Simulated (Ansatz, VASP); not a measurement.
# Two plane-wave programs on K2Ge

```
K Ge
1.0
     6.12063    0.00000    0.00000
     0.00000    6.12063    0.00000
     0.00000    0.00000    3.31876
K Ge
2 1
Direct
  0.00000 0.50000 0.50000
  0.50000 0.00000 0.50000
  0.50000 0.50000 0.00000
```

Alike in both runs: functional PBE; k mesh 4 × 4 × 4; occupations gaussian, width 0.1 eV; no spin polarisation.

Ansatz relaxed the structure, and its values are those at the end. VASP's run is a single point on that final structure, the one shown.

```csv
,VASP,Ansatz
version,VASP 6.6.1,Ansatz 0.2.0
potentials or method,"VASP PAW PBE potentials, release 64 (K_sv, Ge_d)","scalar-relativistic, plane waves, PAW"
plane-wave cutoff (eV),520,420
valence electrons in the cell,32,32
```

|  | VASP | Ansatz | Ansatz less VASP |
| --- | --- | --- | --- |
| gap on the k mesh at the Fermi level (eV) | none | none | - |
| pressure (GPa) | 0.2 | 0.2 | +0.02 |

A gap of «none» marks a metal or a gap that the smearing closes.

Caveats: the k mesh is coarse (spacing up to 0.47 Å⁻¹), so the values aren't converged.
